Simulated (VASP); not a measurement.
```
V
1.0
   -1.51500     1.51500     1.51500
    1.51500    -1.51500     1.51500
    1.51500     1.51500    -1.51500
V
1
Direct
  0.00000   0.00000   0.00000
```

The base run (VASP): PBE GGA, plane waves, VASP's PBE PAW potentials (set 64). Settings: 400 eV cut-off, 15×15×15 Γ-centred mesh, first-order Methfessel-Paxton smearing of 0.10 eV, potentials V_sv.

The base run took about 5 core-seconds. The timings are rough (shared machines, no repeats); factors under 2 mean little.

Pressures at a finite cut-off, here 400 eV, hold a Pulay part, which wasn't tested here.

| setting | cost over the base run | electronic steps | pressure (GPa) |
|---|---|---|---|
| GGA = 91 | within a factor of 2 | 11 | -7.55 |
| GGA = RP | within a factor of 2 | 11 | -3.27 |
| GGA = PS | within a factor of 2 | 11 | -13.91 |
| base run | reference | 11 | -7.29 |
| IVDW = 13 | within a factor of 2 | 11 | -10.86 |
| GGA removed, LMIXTAU = .TRUE., METAGGA = R2SCAN | about 5 times | 16 | -9.13 |
| GGA removed, LMIXTAU = .TRUE., METAGGA = SCAN | about 7 times | 22 | -11.62 |

Left out are runs that failed, have no time on record or changed the cell.

The compound is V in the bcc structure. The cell was not relaxed at this level.
